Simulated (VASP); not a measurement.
Set up this calculation in VASP 6.6.1, as the native input.

```yaml
Task: single point
Functional: PBE
Potentials_or_basis: VASP PAW PBE potentials, release 64 (K_sv, Be, Zn)
Cutoff: 520 eV
k_mesh: 4 × 4 × 4
Occupations: gaussian, width 0.1 eV
Spin: no spin polarisation
Dipole_correction: no
Further_INCAR_settings: ALGO = Normal; EDIFF = 1e-06; NBANDS = 22
```

The structure of KBe3Zn lies in POSCAR:

```
KBe3Zn
1.0
    4.1424218700      0.0000000000      0.0000000000
    0.0000000000      4.1424218700      0.0000000000
    0.0000000000      0.0000000000      4.1424218700
K Be Zn
1 3 1
Direct
    0.0000000000      0.0000000000      0.0000000000
    0.0000000000      0.5000000000      0.5000000000
    0.5000000000      0.5000000000      0.0000000000
    0.5000000000      0.0000000000      0.5000000000
    0.5000000000      0.5000000000      0.5000000000
```

The cell was built by a generator and needn't be a form met in nature.

The cell isn't the ideal one: species swapped into the Fe3RhN type (Pm-3m, No. 221).

The input as run:

INCAR

```
ALGO = Normal ; EDIFF = 1E-6
ENCUT = 520 ; GGA = PE
ISIF = 2 ; ISMEAR = 0
LASPH = T ; LCHARG = F
LREAL = F ; LWAVE = F
NBANDS = 22 ; NELM = 100
PREC = Accurate ; SIGMA = 0.1
```

KPOINTS

```
k-points
0
Gamma
  4 4 4
```

Potentials or basis: VASP PAW PBE potentials, release 64 (K_sv, Be, Zn).

Run with:

```bash
$ cat potpaw_PBE.64/K_sv/POTCAR potpaw_PBE.64/Be/POTCAR potpaw_PBE.64/Zn/POTCAR > POTCAR
$ mpirun -np 1 vasp_std > vasp.out
```

It gave:

- Pressure: 14.5 GPa
- Band gap on the k mesh: none (metal or under the smearing width)

Caveat: the k mesh is coarse (spacing up to 0.38 Å⁻¹), so the values aren't converged.

Wall time 7.9 s on 1 thread of Intel(R) Xeon(R) 6975P-C (Granite Rapids), on a shared host, peak memory 0.18 GiB.
